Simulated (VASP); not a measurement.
Here is a VASP 6.6.1 calculation.

The input INCAR:

```
SYSTEM = Ge3P4
ALGO = Normal
EDIFF = 1E-6
ENCUT = 520
ISIF = 2
ISMEAR = 0
KPAR = 4
LASPH = .True.
LCHARG = .False.
LMIXTAU = .True.
LREAL = .False.
LWAVE = .False.
METAGGA = R2SCAN
NELM = 150
PREC = Accurate
SIGMA = 0.1
```

Contents of KPOINTS:

```
k-points
0
Gamma
  8 8 8
  0 0 0
```

Contents of POSCAR:

```
Ge3P4
1.0
   -2.6347600000      2.6347600000      5.2816900000
    2.6347600000     -2.6347600000      5.2816900000
    2.6347600000      2.6347600000     -5.2816900000
Ge P
3 4
Direct
    0.2500000000      0.7500000000      0.5000000000
    0.7500000000      0.2500000000      0.5000000000
    0.5000000000      0.5000000000      0.0000000000
    0.8881300000      0.3342540000      0.0000000000
    0.3342540000      0.8881300000      0.0000000000
    0.6657460000      0.6657460000      0.5538760000
    0.1118700000      0.1118700000      0.4461240000
```

Potentials or basis: VASP PAW PBE potentials, release 64 (Ge_d, P).

The run is started by

```bash
$ cat potpaw_PBE.64/Ge_d/POTCAR potpaw_PBE.64/P/POTCAR > POTCAR
$ mpirun -np 4 vasp_std > vasp.out
```

(1) Estimate the band gap on the k mesh.

(2) Predict the pressure.

Results:

(1) 0.08 eV, indirect (least direct gap 0.62 eV).

(2) -2.3 GPa.

Caveat: the PAW data sets were made with another functional, which shifts forces and pressure a little.
